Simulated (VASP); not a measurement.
# MgO (space group Fm-3m): computed properties

Method: PBEsol GGA, VASP's PBE PAW potentials (set 64) (plane waves; VASP).

```json
{
  "space_group": "Fm-3m (225)",
  "cell": "a = b = c = 4.208 Å, α = β = γ = 90.00°",
  "volume_per_atom": "9.32 Å³/atom",
  "band gap (over mesh and band path)": "4.66 eV",
  "smallest direct gap (over mesh and band path)": "4.66 eV",
  "hill_bulk_modulus": "1620 kbar",
  "hill_shear_modulus": "128 GPa",
  "Poisson's ratio": "0.186",
  "band_edge_character": "direct, Γ to Γ",
  "density": "3.59 g/cm³",
  "mean ε∞ (DFPT)": "3.16",
  "mean ε∞ (independent particles)": "3.23",
  "mean static ε": "9.97",
  "optical Γ-point spectrum": "394 (×3) cm⁻¹",
  "C11": "302 GPa",
  "C12": "91.6 GPa",
  "C44": "147 GPa"
}
```

```cif
data_MgO
_chemical_formula_sum 'Mg1 O1'
_space_group_name_H-M_alt 'P 1'
_space_group_IT_number 1
_cell_length_a 2.97578
_cell_length_b 2.97578
_cell_length_c 2.97578
_cell_angle_alpha 60.000
_cell_angle_beta 60.000
_cell_angle_gamma 60.000
loop_
_space_group_symop_operation_xyz
  'x, y, z'
loop_
_atom_site_label
_atom_site_type_symbol
_atom_site_fract_x
_atom_site_fract_y
_atom_site_fract_z
_atom_site_occupancy
Mg1 Mg 0.00000 0.00000 0.00000 1
O1 O 0.50000 0.50000 0.50000 1
```

The structure comes from a measured MgO entry (Fm-3m) of the Crystallography Open Database, whose conditions weren't checked. It was relaxed first. Symmetry was kept, so distortions that lower it aren't found.
